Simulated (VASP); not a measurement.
Method: optB88-vdW, VASP's PBE PAW potentials (set 64) (plane waves; VASP 6.6.1).

VASP ran on this input.

KPOINTS:
```
Automatic
0
gamma
  7 7 4
```

**INCAR**
```
# general
SYSTEM   = GaN
PREC     = Accurate
ENCUT    = 520
LREAL    = F
LASPH    = T

# electronic loop
EDIFF    = 1E-6
NELM     = 100
ALGO     = Normal
LMAXMIX  = 4

# smearing
ISMEAR   = 0
SIGMA    = 0.05

# functional
GGA      = BO
LUSE_VDW = T
AGGAC    = 0.0
PARAM1   = 0.1833333333
PARAM2   = 0.22

# ions
IBRION   = 2
NSW      = 60
ISIF     = 3
EDIFFG   = -0.02

# output
LWAVE    = F
LCHARG   = F
```

POSCAR:
```
GaN
1
    1.5912219442    -2.7560772156     0.0000000000
    1.5912219442     2.7560772156     0.0000000000
    0.0000000000     0.0000000000     5.1801024123
Ga N
2 2
Direct
  0.6666670000   0.3333330000   0.5000334008
  0.3333330000   0.6666670000   0.0000334008
  0.6666670000   0.3333330000   0.8769665992
  0.3333330000   0.6666670000   0.3769665992
```

POTCAR, in this order: Ga_d N (PBE.64 set). Program: vasp_std.

Output of the run:

File OSZICAR:
```
       N       E                     dE             d eps       ncg     rms          rms(c)
DAV:   1     0.289506454270E+03    0.28951E+03   -0.18668E+04  1132   0.311E+03
DAV:   2     0.151502612348E+02   -0.27436E+03   -0.26595E+03  1184   0.535E+02
DAV:   3    -0.179686225629E+02   -0.33119E+02   -0.32909E+02  1212   0.155E+02
DAV:   4    -0.193034639268E+02   -0.13348E+01   -0.13308E+01  1476   0.325E+01
DAV:   5    -0.193241723470E+02   -0.20708E-01   -0.20702E-01  1184   0.363E+00    0.115E+01
DAV:   6    -0.147784872809E+02    0.45457E+01   -0.17025E+01  1892   0.587E+01    0.304E+00
DAV:   7    -0.149075503927E+02   -0.12906E+00   -0.19018E+00  1140   0.118E+01    0.269E+00
DAV:   8    -0.148968274776E+02    0.10723E-01   -0.28759E-01  1730   0.847E+00    0.826E-01
DAV:   9    -0.148756774214E+02    0.21150E-01   -0.11704E-01  1884   0.571E+00    0.353E-01
DAV:  10    -0.148766660719E+02   -0.98865E-03   -0.60651E-03  1270   0.854E-01    0.158E-01
DAV:  11    -0.148764703802E+02    0.19569E-03   -0.15232E-03  1640   0.776E-01    0.226E-02
DAV:  12    -0.148764813996E+02   -0.11019E-04   -0.20302E-04  1160   0.106E-01    0.117E-02
DAV:  13    -0.148764795911E+02    0.18085E-05   -0.19982E-05  1482   0.100E-01    0.233E-03
DAV:  14    -0.148764797975E+02   -0.20641E-06   -0.30472E-06  1144   0.279E-02
   1 F= -.14876480E+02 E0= -.14876480E+02  d E =-.148765E+02
       N       E                     dE             d eps       ncg     rms          rms(c)
DAV:   1    -0.156979929848E+02   -0.82151E+00   -0.13153E+01  1302   0.868E+01    0.547E+00
DAV:   2    -0.150884744766E+02    0.60952E+00   -0.14326E+00  1464   0.282E+01    0.272E+00
DAV:   3    -0.148979749729E+02    0.19050E+00   -0.48833E-01  1598   0.167E+01    0.551E-01
DAV:   4    -0.148939150439E+02    0.40599E-02   -0.64420E-02  1056   0.223E+00    0.464E-01
DAV:   5    -0.148880550078E+02    0.58600E-02   -0.45160E-03  1540   0.596E-01    0.329E-01
DAV:   6    -0.148811206024E+02    0.69344E-02   -0.96205E-03  1524   0.140E+00    0.457E-02
DAV:   7    -0.148811334518E+02   -0.12849E-04   -0.30183E-04  1254   0.206E-01    0.322E-02
DAV:   8    -0.148811379061E+02   -0.44543E-05   -0.51584E-05  1474   0.631E-02    0.128E-02
DAV:   9    -0.148811363344E+02    0.15717E-05   -0.74602E-06  1350   0.310E-02    0.718E-03
DAV:  10    -0.148811364351E+02   -0.10078E-06   -0.85992E-07   652   0.113E-02
   2 F= -.14881136E+02 E0= -.14881136E+02  d E =-.465664E-02
       N       E                     dE             d eps       ncg     rms          rms(c)
DAV:   1    -0.150904106919E+02   -0.20927E+00   -0.28423E+00  1304   0.379E+01    0.270E+00
DAV:   2    -0.149436809947E+02    0.14673E+00   -0.36742E-01  1498   0.154E+01    0.128E+00
DAV:   3    -0.149025312004E+02    0.41150E-01   -0.85517E-02  1636   0.658E+00    0.279E-01
DAV:   4    -0.149011960318E+02    0.13352E-02   -0.92576E-03  1056   0.913E-01    0.222E-01
DAV:   5    -0.148991227890E+02    0.20732E-02   -0.18818E-03  1440   0.372E-01    0.104E-01
DAV:   6    -0.148983388600E+02    0.78393E-03   -0.90247E-04  1578   0.334E-01    0.113E-02
DAV:   7    -0.148983365688E+02    0.22912E-05   -0.20431E-05  1092   0.427E-02    0.800E-03
DAV:   8    -0.148983365530E+02    0.15801E-07   -0.10754E-05  1314   0.286E-02    0.372E-03
DAV:   9    -0.148983364360E+02    0.11699E-06   -0.89326E-07   600   0.138E-02
   3 F= -.14898336E+02 E0= -.14898336E+02  d E =-.218566E-01
```

OUTCAR:
```
------------------------ aborting loop because EDIFF is reached ----------------------------------------
  FORCE on cell =-STRESS in cart. coord.  units (eV):
  Direction    XX          YY          ZZ          XY          YZ          ZX
  --------------------------------------------------------------------------------------
  Total       -0.0222651     -0.0222651      0.0625977      0.0000000     -0.0000000      0.0000000
  in kB       -0.7628242     -0.7628242      2.1446555      0.0000000     -0.0000000      0.0000000
  external PRESSURE =       0.2063357 kB  Pullay stress =       0.0000000 kB
  volume of cell :       46.76
      direct lattice vectors                 reciprocal lattice vectors
     1.606160951 -2.781952333  0.000000000     0.311301305 -0.179729895  0.000000000
     1.606160951  2.781952333  0.000000000     0.311301305  0.179729895  0.000000000
     0.000000000  0.000000000  5.232903765     0.000000000  0.000000000  0.191098489
  FREE ENERGIE OF THE ION-ELECTRON SYSTEM (eV)
  ---------------------------------------------------
  free  energy   TOTEN  =       -14.8983364360 eV

  energy  without entropy=      -14.8983364360  energy(sigma->0) =      -14.89833644

 reached required accuracy - stopping structural energy minimisation
```
(Selected blocks of OUTCAR.)

CONTCAR:
```
GaN
   1.00000000000000
     1.6061609507202836   -2.7819523328410369    0.0000000000000000
     1.6061609507202836    2.7819523328410369    0.0000000000000000
     0.0000000000000000    0.0000000000000000    5.2329037651113239
  Ga              N
     2     2
Direct
     0.6666669999999968    0.3333330000000032    0.5001405845024766
     0.3333330000000032    0.6666669999999968    0.0001405845024765
     0.6666669999999968    0.3333330000000032    0.8768594154975259
     0.3333330000000032    0.6666669999999968    0.3768594154975259
```

**OUTCAR**
```
 val. band max:        4.8907596284   @ k =   0.0000   0.0000   0.0000

 cond. band min:       6.6548498622   @ k =   0.0000   0.0000   0.0000


 Fermi energy:         5.1681844840

 k-point     1 :       0.0000    0.0000    0.0000
  band No.  band energies     occupation
      1     -10.8227      2.00000
      2     -10.0578      2.00000
      3      -8.6727      2.00000
      4      -8.6578      2.00000
      5      -8.6578      2.00000
      6      -8.6022      2.00000
      7      -8.6022      2.00000
      8      -8.4314      2.00000
      9      -8.4314      2.00000
     10      -8.3417      2.00000
     11      -8.3417      2.00000
     12      -7.0249      2.00000
     13      -1.9724      2.00000
     14       3.8968      2.00000
     15       3.8968      2.00000
     16       4.8541      2.00000
     17       4.8907      2.00000
     18       4.8908      2.00000
     19       6.6548      0.00000
     20       8.9732      0.00000
     21      13.9500      0.00000
     22      14.6177      0.00000

 k-point     2 :       0.1429    0.0000    0.0000
  band No.  band energies     occupation
      1     -10.6454      2.00000
      2     -10.0191      2.00000
      3      -8.6516      2.00000
      4      -8.6332      2.00000
      5      -8.5922      2.00000
      6      -8.5702      2.00000
      7      -8.5671      2.00000
      8      -8.4460      2.00000
      9      -8.4315      2.00000
     10      -8.3676      2.00000
     11      -8.3378      2.00000
     12      -6.8858      2.00000
     13      -1.6980      2.00000
     14       2.6069      2.00000
     15       3.4884      2.00000
     16       3.5203      2.00000
     17       4.6567      2.00000
     18       4.7166      2.00000
     19       7.9144      0.00000
     20      10.0000      0.00000
     21      13.2086      0.00000
     22      13.8340      0.00000

 k-point     3 :       0.2857    0.0000    0.0000
  band No.  band energies     occupation
      1     -10.2887      2.00000
...
```

Energy and stress use the plane-wave basis of the starting cell.

The compound is GaN in the wurtzite structure. This run relaxes it. Symmetry was kept, so distortions that lower it aren't found. The start is the result of an earlier pass.
